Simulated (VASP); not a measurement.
AlInSb2 (space group P-4m2): the band gap from VASP (plane waves, PAW) at several levels of theory. Gaps are without spin-orbit coupling. Each level names its cell: its own relaxed one, PBE's, or the starting one. A gap is the smallest over the k-mesh and a band path; hybrids may have named points in place of the path, and GW has the mesh alone.

| level | band gap (eV) |
|---|---|
| PBEsol (own cell) | 0.51 |
| r2SCAN (own cell) | 0.95 |
| HSE06 (PBE cell) | 1.00 |

The cell of the PBEsol (own cell) run:

```xyz
4
Lattice="4.4923 0.0000 0.0000 0.0000 4.4923 0.0000 0.0000 0.0000 6.2972" Properties=species:S:1:pos:R:3 pbc="T T T"
Al     0.0000     0.0000     0.0000
In     2.2462     2.2462     3.1486
Sb     0.0000     2.2462     1.4696
Sb     2.2462     0.0000     4.8276
```

Only levels that ran to the end are used. Left out are those held back, those with too coarse a band path, GW runs whose mesh misses a band edge, hybrids' fits of cells that aren't cubic and levels without matching references; a question may draw on a part of the rest.

The structure comes from a computed database's AlInSb2 entry (P-4m2); how it stands against other phases isn't given here.
